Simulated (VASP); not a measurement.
Level of theory: optB88-vdW, VASP's PBE PAW potentials (set 64) (plane waves; VASP 6.6.1).

The input files of a VASP run:

File KPOINTS:
```
Automatic mesh
0
Gamma
8 8 8
0 0 0
```

**INCAR**
```
AGGAC = 0.0
ALGO = Normal
EDIFF = 1E-7
ENCUT = 520
GGA = BO
ISIF = 2
ISMEAR = 0
LASPH = .TRUE.
LCHARG = .FALSE.
LMAXMIX = 4
LREAL = .FALSE.
LUSE_VDW = .TRUE.
LWAVE = .FALSE.
NELM = 100
PARAM1 = 0.1833333333
PARAM2 = 0.22
PREC = Accurate
SIGMA = 0.05
SYSTEM = ZrO2
```

**POSCAR**
```
ZrO2
1
    0.0000000000     2.6056637305     2.6056637305
    2.6056637305     0.0000000000     2.6056637305
    2.6056637305     2.6056637305     0.0000000000
Zr O
1 2
Direct
  0.0000000000   0.0000000000   0.0000000000
  0.2500000000   0.2500000000   0.2500000000
  0.7500000000   0.7500000000   0.7500000000
```

POTCAR, in this order: Zr_sv O (PBE.64 set). Program: vasp_std.

Task: What will the output report for the number of irreducible k-points (NKPTS), largest plane-wave count, number of space-group operations, FFT grid (NGX, NGY, NGZ)?

Result: 
```
Property                                       Value
--------------------------------------  ------------
number of irreducible k-points (NKPTS)            29
largest plane-wave count                         961
number of space-group operations                  48
FFT grid (NGX, NGY, NGZ)                28 × 28 × 28
```

The compound is ZrO2 in the fluorite structure, the high-temperature cubic form, which is unstable at 0 K; the monoclinic form is the stable one. This cell is one point of a volume scan, at 1.06 of the reference volume.
